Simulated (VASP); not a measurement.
These are optB86b-vdW, VASP's PBE PAW potentials (set 64) (plane waves; VASP 6.6.1) values and carry that method's errors.

The input files of a VASP run:

**INCAR**
```
# general
SYSTEM   = SnTe
PREC     = Accurate
ENCUT    = 520
LREAL    = F   # projection in real space or not
LASPH    = T   # aspherical one-centre terms

# electronic loop
EDIFF    = 1E-6   # SCF stop (eV)
NELM     = 100   # most electronic steps
ALGO     = Normal   # blocked Davidson
LMAXMIX  = 4

# smearing
ISMEAR   = 0
SIGMA    = 0.05

# functional
GGA      = MK
LUSE_VDW = T
AGGAC    = 0.0
PARAM1   = 0.1234
PARAM2   = 1.0

# ions
IBRION   = 2   # conjugate gradients
NSW      = 60
ISIF     = 3
EDIFFG   = -0.01   # ionic stop

# output
LWAVE    = F
LCHARG   = F
```

KPOINTS:
```
Automatic mesh
0
Gamma
7 7 7
0 0 0
```

### POSCAR
```
SnTe
1.0
  0.0000000000   3.1600000000   3.1600000000
  3.1600000000   0.0000000000   3.1600000000
  3.1600000000   3.1600000000   0.0000000000
Sn Te
1 1
Cart
  0.0000000000   0.0000000000   0.0000000000
  3.1600000000   3.1600000000   3.1600000000
```

POTCAR, in this order: Sn_d Te (PBE.64 set). Program: vasp_std.

The resulting files:

OSZICAR:
```
       N       E                     dE             d eps       ncg     rms          rms(c)
DAV:   1     0.128284582518E+03    0.12828E+03   -0.96179E+03   560   0.160E+03
DAV:   2     0.818323117223E+01   -0.12010E+03   -0.11751E+03   590   0.367E+02
DAV:   3    -0.238951881960E+01   -0.10573E+02   -0.10542E+02   740   0.996E+01
DAV:   4    -0.267134746914E+01   -0.28183E+00   -0.28174E+00   634   0.177E+01
DAV:   5    -0.268288468379E+01   -0.11537E-01   -0.11537E-01   834   0.339E+00    0.455E+00
DAV:   6    -0.262862920730E+01    0.54255E-01   -0.14692E-01   680   0.288E+00    0.291E+00
DAV:   7    -0.263118783434E+01   -0.25586E-02   -0.51043E-02   668   0.128E+00    0.838E-01
DAV:   8    -0.263167731612E+01   -0.48948E-03   -0.67586E-03   638   0.764E-01    0.166E-01
DAV:   9    -0.263181624816E+01   -0.13893E-03   -0.55374E-04   690   0.250E-01    0.289E-02
DAV:  10    -0.263182255031E+01   -0.63021E-05   -0.68840E-05   606   0.772E-02    0.198E-02
DAV:  11    -0.263182929929E+01   -0.67490E-05   -0.36801E-05   596   0.535E-02    0.251E-02
DAV:  12    -0.263182899000E+01    0.30930E-06   -0.25656E-06   656   0.118E-02
   1 F= -.26318290E+01 E0= -.26318290E+01  d E =-.263183E+01
       N       E                     dE             d eps       ncg     rms          rms(c)
DAV:   1    -0.270597222478E+01   -0.74143E-01   -0.16618E+00   680   0.215E+01    0.152E+00
DAV:   2    -0.264887241891E+01    0.57100E-01   -0.97102E-02   680   0.526E+00    0.655E-01
DAV:   3    -0.263486306984E+01    0.14009E-01   -0.43519E-02   694   0.321E+00    0.135E-01
DAV:   4    -0.263448372806E+01    0.37934E-03   -0.11266E-03   582   0.352E-01    0.135E-01
DAV:   5    -0.263424959833E+01    0.23413E-03   -0.19777E-04   814   0.116E-01    0.311E-02
DAV:   6    -0.263424481957E+01    0.47788E-05   -0.21731E-05   704   0.808E-02    0.831E-03
DAV:   7    -0.263424450179E+01    0.31777E-06   -0.67594E-07   292   0.902E-03
   2 F= -.26342445E+01 E0= -.26342445E+01  d E =-.241551E-02
       N       E                     dE             d eps       ncg     rms          rms(c)
DAV:   1    -0.263651638279E+01   -0.22716E-02   -0.48404E-02   680   0.356E+00    0.264E-01
DAV:   2    -0.263479622684E+01    0.17202E-02   -0.29706E-03   680   0.922E-01    0.113E-01
DAV:   3    -0.263438643670E+01    0.40979E-03   -0.12684E-03   686   0.549E-01    0.237E-02
DAV:   4    -0.263437735080E+01    0.90859E-05   -0.33208E-05   598   0.603E-02    0.231E-02
DAV:   5    -0.263437287028E+01    0.44805E-05   -0.55330E-06   684   0.192E-02    0.527E-03
DAV:   6    -0.263437283093E+01    0.39351E-07   -0.57065E-07   280   0.135E-02
   3 F= -.26343728E+01 E0= -.26343728E+01  d E =-.254384E-02
```

OUTCAR:
```
------------------------ aborting loop because EDIFF is reached ----------------------------------------
  FORCE on cell =-STRESS in cart. coord.  units (eV):
  Direction    XX          YY          ZZ          XY          YZ          ZX
  --------------------------------------------------------------------------------------
  Total       -0.0044666     -0.0044666     -0.0044666      0.0000000      0.0000000     -0.0000000
  in kB       -0.1114585     -0.1114585     -0.1114585      0.0000000      0.0000000     -0.0000000
  external PRESSURE =      -0.1114585 kB  Pullay stress =       0.0000000 kB
  volume of cell :       64.21
      direct lattice vectors                 reciprocal lattice vectors
     0.000000000  3.178198265  3.178198265    -0.157321840  0.157321840  0.157321840
     3.178198265  0.000000000  3.178198265     0.157321840 -0.157321840  0.157321840
     3.178198265  3.178198265 -0.000000000     0.157321840  0.157321840 -0.157321840
 POSITION                                       TOTAL-FORCE (eV/Angst)
 -----------------------------------------------------------------------------------
      0.00000      0.00000      0.00000        -0.000000     -0.000000     -0.000000
      3.17820      3.17820      3.17820         0.000000      0.000000      0.000000
 -----------------------------------------------------------------------------------
    total drift:                               -0.000000      0.000000      0.000000
  FREE ENERGIE OF THE ION-ELECTRON SYSTEM (eV)
  ---------------------------------------------------
  free  energy   TOTEN  =        -2.6343728309 eV

  energy  without entropy=       -2.6343728309  energy(sigma->0) =       -2.63437283

 reached required accuracy - stopping structural energy minimisation
```
(Selected blocks of OUTCAR.)

CONTCAR:
```
SnTe
   1.00000000000000
     0.0000000000000000    3.1781982649668610    3.1781982649668610
     3.1781982649668610    0.0000000000000000    3.1781982649668610
     3.1781982649668610    3.1781982649668610   -0.0000000000000000
  Sn              Te
     1     1
Direct
     0.0000000000000000    0.0000000000000000    0.0000000000000000
     0.5000000000000000    0.5000000000000000    0.5000000000000000
```

The compound is SnTe in the rock salt structure, which distorts at low temperature. This run relaxes it. Symmetry was kept, so distortions that lower it aren't found.
